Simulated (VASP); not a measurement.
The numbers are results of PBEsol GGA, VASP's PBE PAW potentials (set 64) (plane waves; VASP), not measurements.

A VASP calculation is set up with these files.

KPOINTS:
```
Automatic mesh
0
Gamma
8 8 8
0 0 0
```

### POSCAR
```
YSb
3.430960
  0.0000000000   0.9999999570   0.9999999570
  0.9999999570   0.0000000000   0.9999999570
  0.9999999570   0.9999999570   0.0000000000
Y Sb
1 1
Cartesian
  0.0000000000   0.0000000000   0.0000000000
  0.4999999785   0.4999999785   0.4999999785
```

INCAR:
```
# general
SYSTEM  = YSb
PREC    = Accurate
ENCUT   = 400
LREAL   = .False.   # projection in real space or not
LASPH   = .True.   # aspherical one-centre terms

# electronic loop
EDIFF   = 1E-7   # SCF stop (eV)
NELM    = 100
ALGO    = Normal
LMAXMIX = 4

# smearing
ISMEAR  = -5

# functional
GGA     = PS

# ions
ISIF    = 2   # forces and stress, cell fixed

# output
LWAVE   = .False.
LCHARG  = .True.
LORBIT  = 11   # lm-projected
NEDOS   = 601   # DOS grid
```

POTCAR, in this order: Y_sv Sb (PBE.64 set). Program: vasp_std.

Task: What will the output report for the number of irreducible k-points (NKPTS), number of bands (NBANDS), largest plane-wave count, number of space-group operations, FFT grid (NGX, NGY, NGZ)?

Result: 
number of irreducible k-points (NKPTS): 29
number of bands (NBANDS): 12
largest plane-wave count: 1480
number of space-group operations: 24
FFT grid (NGX, NGY, NGZ): 32 × 32 × 32

The structure was generated: YSb was put into the zinc blende type (F-43m), which need not be its known phase. It was relaxed first, which changed the volume by -26 %.
